## One crystal, eight calculations and half a per cent of volume

Rocksalt BiTe in DFT with the PBE functional, without spin polarisation, spin–orbit coupling or dispersion correction; 7×7×7 k mesh, Fermi–Dirac smearing of 0.05 eV. Volumes and moduli come from Birch–Murnaghan fits to energies at seven volumes. The basis is given as the plane-wave cutoff energy, except for Ansatz LAPW (basis error) and FLEUR (Kmax in bohr⁻¹).

| program | potentials | basis | equilibrium volume (Å³/atom) | bulk modulus (GPa) | bulk modulus slope | equilibrium volume less the median of the rows (Å³/atom) |
| --- | --- | --- | --- | --- | --- | --- |
| GPAW | GPAW PAW data sets (gpaw data 1.2.1) | 600 eV | 34.37 | 46.60 | 4.460 | -0.146 |
| Quantum ESPRESSO | SSSP 1.3 efficiency PBE | 748 eV | 34.37 | 46.80 | 4.500 | -0.143 |
| ABINIT | JTH PAW PBE v2.0 | 599 eV | 34.45 | 46.60 | 4.500 | -0.063 |
| Ansatz | Ansatz PAW | 420 eV | 34.50 | 46.50 | 4.420 | -0.008 |
| Ansatz LAPW | all electron LAPW, scalar relativistic | 0.0005 eV/atom basis error | 34.51 | 46.50 | 4.450 | 0.000 |
| VASP | VASP PAW PBE potentials, recommended | 520 eV | 34.51 | 46.10 | 4.430 | 0.000 |
| FLEUR | all electron | 4.1 Kmax | 34.53 | 46.40 | 4.470 | 0.018 |
| ABACUS | PseudoDojo NC SR 0.4.1 PBE standard | 1129 eV | 34.53 | 46.60 | 4.470 | 0.021 |

All eight rows describe the same crystal, BiTe in the rocksalt structure, with the same PBE functional. Exact solutions of the same equations would give very nearly one volume. The programs instead spread over 0.17 Å³ per atom, which is half a per cent. In length this is a third as much, about 0.01 Å on a cubic cell edge of 6.5 Å.

The spread is uneven. The two all-electron programs, Ansatz LAPW and FLEUR, differ by 0.018 Å³ per atom, and Ansatz PAW, VASP and ABACUS lie within that distance of their mean. The order of these five rows therefore carries no meaning. GPAW and Quantum ESPRESSO stand apart, about 0.15 Å³ below the all-electron mean, and ABINIT lies about half as far below.

GPAW and Quantum ESPRESSO agree with each other to 0.003 Å³ per atom, far better than the two all-electron programs do. Yet both miss the all-electron volume by much more than that. Agreement between two programs is thus a weak sign of accuracy, and the all-electron rows make the better reference because they treat the inner electrons explicitly. What has to be explained is how a good calculation comes to prefer a slightly smaller cell.

### Why only a tilted error matters

The equilibrium volume marks a balance. In rocksalt BiTe each atom has six neighbours, and the p orbitals of bismuth and tellurium point along the lines to them. Stretching the crystal weakens these bonds; squeezing it forces filled shells into each other and raises the kinetic energy of the electrons. The energy curve is a valley between these two slopes, and its floor is the equilibrium volume.

Every practical calculation adds some error to this curve. An error that is the same at all volumes lifts or lowers the whole valley and leaves its floor in place. The total energies of these programs differ by up to hundreds of thousands of electronvolts per atom, because they count different electrons and use different zeros, and the volumes still agree to half a per cent. Only an error that changes with volume can move the minimum.

Such a changing error has a natural source in the region near the nucleus. Most of these programs replace the inner electrons and the rapid wiggles of the outer orbitals by a prepared data set, made for an atom and then used in the crystal. As neighbours approach, the outer orbitals change their shape and filling, and the data set follows these changes imperfectly. The imperfection then depends on the distance to the neighbours, so the valley is tilted.

A weight hanging on a spring shows the effect. Measuring its height from a different floor changes nothing, but a slight steady pull moves its resting place by the pull divided by the stiffness. In the crystal, the tilt of the energy error is the pull and the bulk modulus supplies the stiffness. The likeness holds for small shifts only: a crystal stiffens as it is compressed, and its false pull is not quite steady.

### From millielectronvolts to a volume

The argument becomes a short formula. The bulk modulus B is defined by how much pressure a relative change of volume costs. A small false pressure p is therefore balanced by a change of volume

ΔV ≈ (V/B) · p,

where V is the equilibrium volume and p is minus the slope of the error energy with volume. A negative p pulls the crystal inward.

GPAW serves as the worked case, with Ansatz PAW as the reference because its energies are finely resolved and its volume lies close to the all-electron one. The cells run from 6 % below to 6 % above 33.85 Å³ per atom, a range of 0.12 × 33.85 = 4.06 Å³. From the smallest to the largest cell the energy falls by 27.43 meV per atom in Ansatz PAW but by only 22.36 meV in GPAW. GPAW thus rewards expansion too little, by about 5 meV per atom.

Divided by the range, this is a tilt of 1.25 meV/Å³, which equals a false pressure of −0.20 GPa. For the reference, V/B is 34.50/46.50 = 0.74 Å³/GPa. The product is a shift of −0.15 Å³ per atom, where the calculated volumes differ by −0.14.

The same steps, with no adjustable constant, reproduce the shifts of Quantum ESPRESSO and ABINIT to within 0.01 Å³. For the all-electron programs the energies at hand are rounded to 1 meV, which alone is worth about 0.03 Å³, so the estimate is too coarse there. The equilibrium volumes come from the same energies as the tilts. The agreement therefore shows how the shift arises, while the origin of the tilt is a separate question.

The formula also tells why so small an error is visible at all. With a modulus near 46 GPa this crystal is soft, and it yields noticeably to a few tenths of a gigapascal. For the same false pressure, a crystal ten times as stiff would change its volume by a tenth of the percentage. The same percentage difference in volume thus stands for a smaller false pressure in a soft crystal than in a hard one.

### Similar moduli, different curves

The bulk moduli look reassuring, since they span only 0.7 GPa. But each belongs to the volume that its own program prefers, and a compressed crystal is stiffer. The bulk modulus slope measures this: it is the rise of the modulus per unit of pressure, and it also gives the percentage by which the modulus grows for each per cent of compression.

GPAW's cell is 0.4 % smaller than that of Ansatz PAW, and its slope is 4.46. If the two energy curves differed by a steady tilt alone, GPAW's modulus should be higher by about 0.4 × 4.46 ≈ 1.8 %. It is higher by only 0.2 %. The near-equality of the two moduli therefore hides a softer curve in GPAW.

The energies confirm this without any appeal to the slope. The energies of the smallest and the largest cell, less twice that of the middle one, measure the curvature at the same volumes for every program. By this measure GPAW is 1.5 % softer than Ansatz PAW and Quantum ESPRESSO 1.0 % softer. The false pull thus weakens as the cell grows, which is also why the estimate, made with the average pull over the whole range, slightly overshoots.

VASP is irregular in the opposite way: its volume matches the all-electron one, but its modulus is the lowest. Here the treatment of partly filled levels plays a role. Bismuth brings five outer electrons and tellurium six, and without spin polarisation this odd number leaves a band partly filled, so the crystal is a metal. The smeared occupations of a metal carry an entropy term, and an energy curve can be drawn with or without its effect.

The VASP row rests on energies that leave out at least part of this term, and their curvature is 0.7 % below that of Ansatz PAW. With VASP's free energies, which include the entropy term, this deficit disappears. The choice of energy thus explains at least part of the low modulus. GPAW's softness has another source, because its directly computed pressures, which follow the free energy, show it as well: from the smallest to the largest cell they fall by 6.08 GPa, against 6.17 GPa in Ansatz PAW.

### Where the tilt may come from

The first suspect is the replacement of the core region as such. The two Ansatz rows allow a clean comparison, because one program treats the crystal once with PAW data sets and once with all electrons. The volumes differ by 0.008 Å³ per atom, less than the two all-electron programs differ from each other. A well-made data set can therefore reproduce the all-electron volume of this crystal.

The number of electrons treated explicitly does not settle the matter either. Quantum ESPRESSO and ABINIT both keep 15 electrons for bismuth and 6 for tellurium, yet their volumes differ by 0.08 Å³ per atom. With the same division between core and outer electrons, something else in the runs must differ.

It could be the basis, the set of plane waves in which the orbitals are expanded. The cutoff alone is a poor guide, since a smooth data set needs fewer waves than a hard one: Ansatz PAW at 420 eV and ABACUS at 1129 eV both land near the all-electron volume. A better sign is the pressure that a program computes directly, with the number of waves held fixed. If the energy still falls when waves are added, this pressure lies below the slope of the energy curve, along which the number of waves grows with the cell.

This sign does not follow the volumes. The gap between pressure and slope is nearly the same in GPAW and ABACUS, about 0.01 GPa, though their volumes lie at opposite ends of the table. It is larger in both Quantum ESPRESSO and VASP, about 0.06 and 0.04 GPa, but only the first of them has a shifted volume.

The data sets are therefore the more likely source of the tilt. This remains an inference, because the gap shows how much the energy depends on the number of waves, and not how that dependence changes with volume. Repeating the GPAW and Quantum ESPRESSO curves at a higher cutoff would test this: a tilt that stays does not come from the cutoff.

### What the differences mean in use

The differences between the rows come from numerical choices and reveal no chemistry of BiTe. The common value near 34.5 Å³ per atom is the answer to a restricted problem: an ideal rocksalt cell at rest, without spin–orbit coupling, which is strong in bismuth. The usual phase of BiTe is trigonal. Good agreement among programs shows that they solve this problem alike, and leaves open how close the problem is to a real sample.

For practical work the false pressure is more telling than the volume itself. If a cell is optimised with the all-electron program and then handed to GPAW, GPAW finds it stretched, under a tension of about 0.2 GPa that no one applied. Strains and stresses in this crystal should therefore be measured from the equilibrium volume of the same program with the same data sets. The offset in volume then drops out of the comparison, and what remains for a small uniform compression or expansion is the difference between the printed moduli, which is less than two per cent.
